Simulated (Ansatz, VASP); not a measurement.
# PtSe2 in two plane-wave programs

Wanted: the spread between two codes on one cell, functional and k mesh. The structure shown is the end of the Ansatz relaxation below.

Method: plane waves, with VASP 6.6.1 beside it; single point at PBE with D3(BJ), in Ansatz 0.2.0.

### Step 1. Starting point

The cell holds 3 atoms: 1 Pt and 2 Se. Its edges and angles: a = 3.707 Å, b = 3.707 Å, c = 17.566 Å, α = 90.0°, β = 90.0°, γ = 120.0°. Vacuum lies along c.

### Step 2. Ansatz: relaxation, PBE with D3(BJ)

Ansatz runs on its PAW soft_1 files.

This run makes the geometry at which the two programs are then compared.

input.yaml

```yaml
crystal:
  lattice:
    - [3.7278, 0.0, 0.0]
    - [-1.8639, 3.2283695, 0.0]
    - [0.0, 0.0, 17.565963]
  atoms:
    - { symbol: Pt, position: [0.0, 0.0, 0.5] }
    - { symbol: Se, position: [0.66666667, 0.33333333, 0.42696207] }
    - { symbol: Se, position: [0.33333333, 0.66666667, 0.57303793] }
kpoints:
  mp_grid: { grid: [10, 10, 2] }
scf:
  occupations: { method: fermi_dirac, width: 0.02 }
hamiltonian:
  xc: pbe
  pseudopotentials: { kind: paw, azcp: { folder: soft_1 } }
  dispersion: d3bj
basis:
  ecutwfc: 600
output:
  forces: true
  stress: true
  write_density: true
  write_potential: true
  elf: true
  volumetric_format: npy
relax:
  f_tol: 0.005
  max_steps: 70
  cell: { stress_tol: 0.02, p_target: 0, fix: [c, alpha, beta, gamma] }
```

Started as:

```console
ansatz run input.yaml --threads 4 --pin off --max-ram 10240MiB --backend cpu --events-out ev --progress --plain --runs-dir out
```

Numbers of over 12 decimals in the logs are rounded to 6 here.

The log of the run:

```text
Warning: crystal.symmetry: narrowed to the stabiliser of the fixed cell quantities (relax.cell.fix) — unitary ops 12 → 4. The narrowing is safe, since a smaller group never makes results wrong: the run goes on under it, on as many k-points as the starting group would need, or more. Excluded: 8 operations that would move a fixed cell quantity at a test strain (relax.cell.fix fixes c, alpha, beta, gamma). The cell can leave their symmetry as it relaxes.
Engine: ansatz 0.2.0, x86_64-unknown-linux-gnu
Pseudopotentials: kind: paw
Pseudopotential: Pt, paw, valence charge 18, recommended cutoff 420 eV (normal), soft_1/Pt.paw.azcp
Pseudopotential: Se, paw, valence charge 16, recommended cutoff 420 eV (normal), soft_1/Se.paw.azcp
Functional definition: PBE
  parameter kappa = 0.804
  parameter beta = 0.066725
  exchange = pbe_x(kappa = kappa, mu = beta*pi^2/3)
  correlation = pbe_c(beta = beta)
Crystal: 3 atoms, lattice volume = 211.401 Å³
Basis set: ecut = 600 eV, 7073 PW (Γ), exchange–correlation on 60×60×288 points (8 copies of the dense FFT grid, shifted against one another)
Bands: 30, of which v1, the nominal top of the filled ones, is band 25 counted from 1 (24 counted from 0)
Symmetry: 4 space group operations
k-points: 62 of 200
Non-local potential: Pt, projectors of the file, l = 0: 3, l = 1: 2, l = 2: 2, l = 3: 1
Non-local potential: Se, projectors of the file, l = 0: 2, l = 1: 2, l = 2: 3, l = 3: 1
PAW form: soft (Blöchl's): semilocal exchange-correlation on the pseudo side does not see the compensation charge
PAW one-centre angular grid: Pt, 590 points (default); XC on 64 Gauss nodes
PAW one-centre angular grid: Se, 590 points (default); XC on 64 Gauss nodes
Initial density: superposition of atomic densities (neutral atoms: chi_scale 0, normalization atom)
Initial wavefunctions: pseudopotential atomic-orbital guess
Functional: x = pbe(κ = 0.804, μ = 0.219515), c = pbe(β = 0.066725)
SCF iter   1: F=—  HF=-23465.755190 eV  |F-HF|=—  |Δ(HF+E_count)|=         —  Δρ=4.36e-2  dr2=4.43e0  ethr=3.10e-3  ⟨swp⟩=8.2  Hψ=8785  notcnv=0
preconditioner: auto → Resta (q_TF=auto, 2.146 Å⁻¹)  ε∞=2.6  [insulator: Δε(μ)=1.681 eV  Ē_g=9.374 eV  σ=0.020 eV  W_gap=1.00  n_scr=40 (ndim 8)  ℏωp=12.0 eV  f_vac=0.665  D(μ)=0.00/eV (n_scr^D=0)  ε∞_Penn≈2.6  vacuum switching on, ρ_ref=6.4e-3 e/Å³]
SCF iter   2: F=—  HF=-23465.303815 eV  |F-HF|=—  |Δ(HF+E_count)|=   4.51e-1  Δρ=2.18e-2  dr2=1.88e0  ethr=3.10e-3  ⟨swp⟩=3.1  Hψ=4507  notcnv=0  defer=62
SCF iter   3: F=—  HF=-23464.961209 eV  |F-HF|=—  |Δ(HF+E_count)|=   3.43e-1  Δρ=9.76e-3  dr2=8.87e-2  ethr=3.10e-3  ⟨swp⟩=2.0  Hψ=2847  notcnv=0  defer=61
SCF iter   4: F=—  HF=-23464.951760 eV  |F-HF|=—  |Δ(HF+E_count)|=   9.45e-3  Δρ=9.53e-4  dr2=2.89e-3  ethr=1.77e-4  ⟨swp⟩=3.0  Hψ=2806  notcnv=0  defer=62
SCF iter   5: F=—  HF=-23464.951425 eV  |F-HF|=—  |Δ(HF+E_count)|=   3.35e-4  Δρ=3.32e-4  dr2=2.09e-4  ethr=5.78e-6  ⟨swp⟩=3.0  Hψ=3654  notcnv=0  defer=62
SCF iter   6: F=—  HF=-23464.951549 eV  |F-HF|=—  |Δ(HF+E_count)|=   1.24e-4  Δρ=9.96e-5  dr2=3.25e-5  ethr=4.19e-7  ⟨swp⟩=3.0  Hψ=3530  notcnv=0  defer=62
SCF iter   7: F=—  HF=-23464.951694 eV  |F-HF|=—  |Δ(HF+E_count)|=   1.45e-4  Δρ=3.18e-5  dr2=3.00e-6  ethr=6.51e-8  ⟨swp⟩=2.0  Hψ=3136  notcnv=0  defer=62
SCF iter   8: F=-23464.951695 eV  HF=-23464.951695 eV  |F-HF|=2.49e-8  |Δ(HF+E_count)|=   1.04e-6  Δρ=4.69e-6  dr2=3.75e-8  ethr=2.00e-10  ⟨swp⟩=9.2  Hψ=14241  notcnv=0
SCF 1 converged in 8 iterations: F = -23464.951695 eV  dr2 = 3.75e-8
  greatest PAW one-centre occupation: 1.000 electrons in one spin orbital (limit 2), on the Pt atom at site 0 (counted from 0), in its partial waves of l = 0
relax step   1: F+E_penalty+E_count = -23464.95169472 eV  Δ(F+E_penalty+E_count) = +0.000e0 eV  max|allowed force component| = 3.524e-1 eV/Å  Δτ_max = 0.0000 Å  P = +0.403 GPa  Ω = 211.401 Å³  fix = [c, alpha, beta, gamma]  reactions: c +0.678 GPa; alpha +0.000, beta -0.000, gamma -0.000 GPa/rad  (8 SCF iters, dr2 threshold 1.00e-7 eV, accepted)
[...]
relax step   4: F+E_penalty+E_count = -23464.96431862 eV  Δ(F+E_penalty+E_count) = -5.550e-5 eV  max|allowed force component| = 2.254e-3 eV/Å  Δτ_max = 0.0014 Å  P = -0.013 GPa  Ω = 209.098 Å³  energy of the carried Pulay correction = +2.262e-5 eV  fix = [c, alpha, beta, gamma]  reactions: c -0.012 GPa; alpha -0.000, beta +0.000, gamma -0.000 GPa/rad  (5 SCF iters, dr2 threshold 6.57e-9 eV, accepted)
[...]
relax step   5: F+E_penalty+E_count = -23464.96429436 eV  Δ(F+E_penalty+E_count) = +2.425e-5 eV  max|allowed force component| = 2.243e-3 eV/Å  Δτ_max = 0.0000 Å  P = -0.013 GPa  Ω = 209.098 Å³  fix = [c, alpha, beta, gamma]  reactions: c -0.012 GPa; alpha +0.000, beta -0.000, gamma -0.000 GPa/rad  stress off target by 1.34e-2 GPa on what of the cell is left free  SCF on the basis re-selected at this cell (its energy is not comparable with the rows above)  (6 SCF iters)
basis re-selected at this cell: Δ(F+E_penalty+E_count) = +2.425e-5 eV, ΔP = -0.000 GPa vs the last step (what re-selecting the basis moved, of the pressure what is left beyond the Pulay correction that the steps carried, after the strain that the cell walked since its last selection, with what the two solves' SCF thresholds leave and, on support functions, any second-order correction that the steps lacked; it is no m [...]
WARN: The output density's exchange-correlation potential varies sharply where the density is thin. Do not read a vacuum level from v_tot or v_xc, or from such a field of the output density. On a cell that repeats whose density bears no net charge and no dipole along the vacuum's axis use v_es (v_loc + v_h of the components); under efield.dipole_correction with no amplitude use v_es + v_field, which holds any externa [...]
SCF converged after 6 iterations
Free energy (F): -23464.964294 eV
Harris-Foulkes:  -23464.964294 eV  (|F-HF|=0.00e0)
Internal energy: -23464.964294 eV  (E = F + TS)
E sigma→0 (E₀):  -23464.964294 eV
Fermi energy:    0.162102 eV
--- Per-component energies (eV) ---
  E_band       = -1592.076971
  E_kinetic    = 816.461920
  E_local      = -40068.696490  (includes V_loc(G=0)·N_el)
  E_nonlocal   = -504.401678
  E_hartree    = 19655.706406
  E_xc         = -402.124476
  E_vxc        = -451.568141  (∫ρ·V_xc dr)
  E_paw        = -13744.581075  (= ΣΔE_a)
  E_vpaw       = -695.285756  (= ΣTr[D̂ρ^β])
  E_aug_tail   = 0.000250  (compensation charges beyond the density's cutoff)
  E_ewald      = 10783.568537
  E_disp       = -0.897687  (pairwise vdW)
  E_smearing   = -0.000000  (= −TS)
  E_closure    = -0.000000  (closes the sum)
  Σ components = -23464.964294   (vs F -23464.964294, Δ=0.00e0)
--- Forces (eV/Å), atoms counted from 1 ---
  atom   1  Pt     0.00000000     0.00000000     0.00000000
  atom   2  Se    -0.00000000     0.00000000     0.00224263
  atom   3  Se     0.00000000    -0.00000000    -0.00224263
  max |Σ_I F_I| component: 0.00e0 eV/Å
--- Stress (GPa, compression-positive) ---
       -0.013417       0.000000       0.000000
        0.000000      -0.013417      -0.000000
        0.000000      -0.000000      -0.011773
  P = ⅓ Tr σ = -0.0129 GPa (-0.129 kbar)
--- Band table (eV; the first three rows and the last of 62) ---
  k-point 0: bands = [... 21 lower, -1.8542, -1.2234, -0.5518, -0.5518, 2.4105, 2.4105, 3.9437, 4.7140, ... 1 higher]
  k-point 1: bands = [... 21 lower, -1.8542, -1.2234, -0.5518, -0.5518, 2.4105, 2.4105, 3.9624, 4.6065, ... 1 higher]
  k-point 2: bands = [... 21 lower, -2.1835, -1.0413, -0.6341, -0.5510, 1.7415, 2.2550, 4.2928, 4.8982, ... 1 higher]
  k-point 61: bands = [... 21 lower, -2.8567, -2.5095, -2.3451, -2.0234, 1.8580, 2.1463, 4.1168, 5.6096, ... 1 higher]
--- Relaxed structure (4 steps of the walk, 3 accepted, 1 SCFs on fresh bases) ---
  F+E_penalty+E_count = -23464.96429436 eV   max|allowed force component| = 2.243e-3 eV/Å   (the final SCF, on the basis selected at the relaxed cell)
  cell:  # Å, volume = 209.0984 Å³
    - [3.707439, 8.649995958241345e-19, 0]
    - [-1.853720, 3.210737, 0]
    - [0, 0, 17.565963]
  atoms:
    - { symbol: Pt, position: [0, 0, 0.5] }
    - { symbol: Se, position: [0.666667, 0.333333, 0.424612] }
    - { symbol: Se, position: [0.333333, 0.666667, 0.575388] }
```

In the SCF lines HF is the Harris–Foulkes energy and dr2 the Hartree energy of the density residual, in eV; the loop may stop once dr2 is under the threshold and the program's other checks hold. Hψ counts applications of the Hamiltonian.

### Step 3. VASP: single point, PBE with D3(BJ), pair 1

The same cell, functional, mesh and smearing now go to VASP, with its own data sets.

Lines of VASP's logs that name or quote its potential files are left out, and so is its time.

INCAR

```
SYSTEM = PtSe2
PREC = Accurate
ENCUT = 500
EDIFF = 1E-06
NELM = 120
ISMEAR = -1
SIGMA = 0.02
LREAL = .FALSE.
ALGO = Normal
GGA = PE
IVDW = 12
NBANDS = 17
LASPH = .TRUE.
LORBIT = 11
LWAVE = .FALSE.
LCHARG = .FALSE.
ISIF = 2
GGA_COMPAT = .FALSE.
EFERMI = MIDGAP
KPAR = 2
```

POSCAR

```
PtSe2
1.0
    3.7074393911      0.0000000000      0.0000000000
   -1.8537196956      3.2107366957      0.0000000000
    0.0000000000      0.0000000000     17.5659630000
Pt Se
1 2
Direct
    0.0000000000      0.0000000000      0.5000000000
    0.6666666667      0.3333333333      0.4246116571
    0.3333333333      0.6666666667      0.5753883429
```

KPOINTS

```
Automatic mesh
0
Gamma
10 10 2
0 0 0
```

Potentials, in the order of the species: Pt and Se (PBE family, release 64).

Started as:

```console
mpirun -np 2 vasp_std
```

The log of the run:

```text
[banner, memory and clock lines left out]
running    2 mpi-ranks, on    1 nodes
 distrk:  each k-point on    1 cores,    2 groups
 distr:  one band on    1 cores,    1 groups

 POSCAR found type information on POSCAR PtSe
 POSCAR found :  2 types and       3 ions
 LDA part: xc-table for (Slater+PW92), standard interpolation
 POSCAR, INCAR and KPOINTS ok, starting setup
 FFT: planning ... GRIDC
 FFT: planning ... GRID_SOFT
 FFT: planning ... GRID
 WAVECAR not read
 entering main loop
       N       E                     dE             d eps       ncg     rms          rms(c)
DAV:   1     0.151335977880E+03    0.15134E+03   -0.77145E+03   952   0.948E+02
DAV:   2    -0.177664505030E+01   -0.15311E+03   -0.14536E+03  1338   0.174E+02
DAV:   3    -0.149377217376E+02   -0.13161E+02   -0.13040E+02  1162   0.613E+01
DAV:   4    -0.151352852918E+02   -0.19756E+00   -0.19740E+00  1225   0.845E+00
DAV:   5    -0.151390274411E+02   -0.37421E-02   -0.37418E-02  1271   0.109E+00    0.123E+01
DAV:   6    -0.144940508336E+02    0.64498E+00   -0.47539E+00  1074   0.199E+01    0.683E+00
DAV:   7    -0.143330197161E+02    0.16103E+00   -0.12951E+00  1018   0.111E+01    0.321E+00
DAV:   8    -0.142900878413E+02    0.42932E-01   -0.92330E-02  1193   0.296E+00    0.712E-01
DAV:   9    -0.142867993580E+02    0.32885E-02   -0.23403E-02  1281   0.128E+00    0.203E-01
DAV:  10    -0.142869316211E+02   -0.13226E-03   -0.13523E-03  1259   0.259E-01    0.157E-01
DAV:  11    -0.142871141072E+02   -0.18249E-03   -0.18820E-04  1185   0.124E-01    0.857E-02
DAV:  12    -0.142870583764E+02    0.55731E-04   -0.33006E-04  1177   0.171E-01    0.336E-02
DAV:  13    -0.142870605923E+02   -0.22159E-05   -0.22245E-05  1110   0.297E-02    0.158E-02
DAV:  14    -0.142870925063E+02   -0.31914E-04   -0.58493E-05  1069   0.337E-02    0.292E-02
DAV:  15    -0.142870935537E+02   -0.10474E-05   -0.94153E-06  1132   0.158E-02    0.684E-03
DAV:  16    -0.142871050395E+02   -0.11486E-04   -0.26513E-06   884   0.740E-03    0.921E-03
DAV:  17    -0.142871100006E+02   -0.49612E-05   -0.13536E-06   939   0.954E-03    0.336E-03
DAV:  18    -0.142871175767E+02   -0.75761E-05   -0.11283E-06   941   0.515E-03    0.210E-03
DAV:  19    -0.142871206793E+02   -0.31025E-05   -0.90135E-08   993   0.164E-03    0.228E-03
DAV:  20    -0.142871246777E+02   -0.39985E-05   -0.13013E-07   881   0.160E-03    0.390E-04
DAV:  21    -0.142871260508E+02   -0.13730E-05   -0.59547E-08   976   0.121E-03    0.964E-04
DAV:  22    -0.142871265445E+02   -0.49373E-06   -0.17983E-08   888   0.679E-04
   1 F= -.15184716E+02 E0= -.15184716E+02  d E =-.914992E-16
```

Parts of OUTCAR (step 3):

```text
ion  position               nearest neighbor table
   1  0.000  0.000  0.500-   2 2.52   3 2.52   2 2.52   3 2.52   2 2.52   3 2.52
   2  0.667  0.333  0.425-   1 2.52   1 2.52   1 2.52
   3  0.333  0.667  0.575-   1 2.52   1 2.52   1 2.52

  LATTYP: Found a hexagonal cell.
 ALAT       =     3.7074393911
 C/A-ratio  =     4.7380310632

 Subroutine GETGRP returns: Found 12 space group operations
 (whereof 12 operations were pure point group operations)

The static configuration has the point symmetry D_3d.

 Found     28 irreducible k-points:

   k-points           NKPTS =     28   k-points in BZ     NKDIM =     28   number of bands    NBANDS=     17

   dimension x,y,z NGX =    28 NGY =   28 NGZ =  128
   dimension x,y,z NGXF=    56 NGYF=   56 NGZF=  256

   ENCUT  =  500.0 eV  36.75 Ry    6.06 a.u.   6.76  6.76 32.03*2*pi/ulx,y,z

   NELECT =      22.0000    total number of electrons

 k-points in reciprocal lattice and weights: Automatic mesh
   0.00000000  0.00000000  0.00000000       0.005
   0.10000000  0.00000000  0.00000000       0.030
   0.20000000  0.00000000  0.00000000       0.030
   0.30000000  0.00000000  0.00000000       0.030
   0.40000000  0.00000000  0.00000000       0.030
   0.50000000  0.00000000  0.00000000       0.015
   0.10000000  0.10000000  0.00000000       0.030
   0.20000000  0.10000000  0.00000000       0.060
   0.30000000  0.10000000  0.00000000       0.060
[...]
0.40000000  0.20000000  0.50000000       0.030
   0.30000000  0.30000000  0.50000000       0.030

 average (electrostatic) potential at core
       1 -76.5738       2 -60.5211       3 -60.5211

 E-fermi :  -1.7202

 k-point     1 :       0.0000    0.0000    0.0000
  band No.  band energies     occupation
    ...
      7      -5.3058      2.00000
      8      -3.7305      2.00000
      9      -3.1010      2.00000
     10      -2.4269      2.00000
     11      -2.4269      2.00000
     12       0.5322      0.00000
     13       0.5322      0.00000
     14       2.0712      0.00000
     15       2.8386      0.00000
     16       3.2030      0.00000
    ...

 k-point     2 :       0.1000    0.0000    0.0000
  band No.  band energies     occupation
    ...
      7      -5.3811      2.00000
      8      -4.0592      2.00000
      9      -2.9184      2.00000
     10      -2.5114      2.00000
     11      -2.4267      2.00000
     12      -0.1376      0.00000
     13       0.3764      0.00000
     14       2.4208      0.00000
     15       3.0270      0.00000
     16       3.5791      0.00000
    ...

 k-point     3 :       0.2000    0.0000    0.0000
  band No.  band energies     occupation
    ...
      7      -5.5045      2.00000
      8      -4.5524      2.00000
      9      -2.7512      2.00000
     10      -2.6599      2.00000
     11      -2.5786      2.00000
     12      -1.0137      0.00000
     13       0.1544      0.00000
     14       3.0787      0.00000
     15       3.3693      0.00000
     16       3.7206      0.00000
    ...

 Edisp (eV)   -0.89759

  Total      -0.03142    -0.03142    -0.02478     0.00000     0.00000     0.00000
  in kB      -0.24071    -0.24071    -0.18986     0.00000     0.00000     0.00000
  external pressure =       -0.22 kB  Pullay stress =        0.00 kB

  energy-cutoff  :      500.00
  volume of cell :      209.10
      direct lattice vectors                 reciprocal lattice vectors
     3.707439391  0.000000000  0.000000000     0.269727943  0.155727500  0.000000000
    -1.853719696  3.210736696  0.000000000     0.000000000  0.311455001  0.000000000
     0.000000000  0.000000000 17.565963000     0.000000000  0.000000000  0.056928277

 POSITION                                       TOTAL-FORCE (eV/Angst)
 -----------------------------------------------------------------------------------
      0.00000      0.00000      8.78298        -0.000000      0.000000      0.000000
      1.85372      1.07025      7.45871        -0.000000      0.000000      0.001066
     -0.00000      2.14049     10.10725         0.000000     -0.000000     -0.001066
 -----------------------------------------------------------------------------------
    total drift:                               -0.000000      0.000000      0.000000

  FREE ENERGIE OF THE ION-ELECTRON SYSTEM (eV)
  ---------------------------------------------------
  free  energy   TOTEN  =       -15.1847155772 eV

  energy  without entropy=      -15.1847155772  energy(sigma->0) =      -15.18471558

 total charge
# of ion       s       p       d       tot
------------------------------------------
    1        0.677   0.699   7.996   9.371
    2        1.477   2.250   0.056   3.783
    3        1.477   2.250   0.056   3.783
--------------------------------------------------
tot          3.630   5.199   8.109  16.938

[... 3 further parts left out ...]
```

The gap is read on the k-mesh alone, so it is an upper bound where the band edges lie off the mesh.

### Step 4. Comparison

Known differences besides the potentials themselves: the data sets hold 50 valence electrons in Ansatz (on its PAW soft_1 files) and 22 in VASP; the cutoff is 600 eV in Ansatz and 500 eV in VASP; Ansatz's pressure holds a Pulay correction, VASP's none. Total energies have different zeros and are not compared.

Both answers:

```csv
quantity,Ansatz,VASP,difference
pressure (GPa),-0.01,-0.02,+0.01
gap on the k mesh (eV),1.420,1.413,+0.007
```

A gap on the mesh is an upper bound, since the band edges may lie between its points; neither run holds spin-orbit coupling, which can move the band edges of a compound of Pt. With vacuum in the cell, a pressure given here is an average over mostly empty space and none of the material.

(Part 1 of 2 ends here.)

[Lines on the potential files, build, host, timing and source positions are cut from VASP's logs without a mark.]

[Logs are printed without paths, hosts, clocks, repeated set-up lines and the standing remarks that a program may print on its own settings, such as how far it seeks lower states.]

[Hosts, paths, dates, database ids (printed as entryN), source tags and the programs' standing remarks are cut or masked in the printed files.]
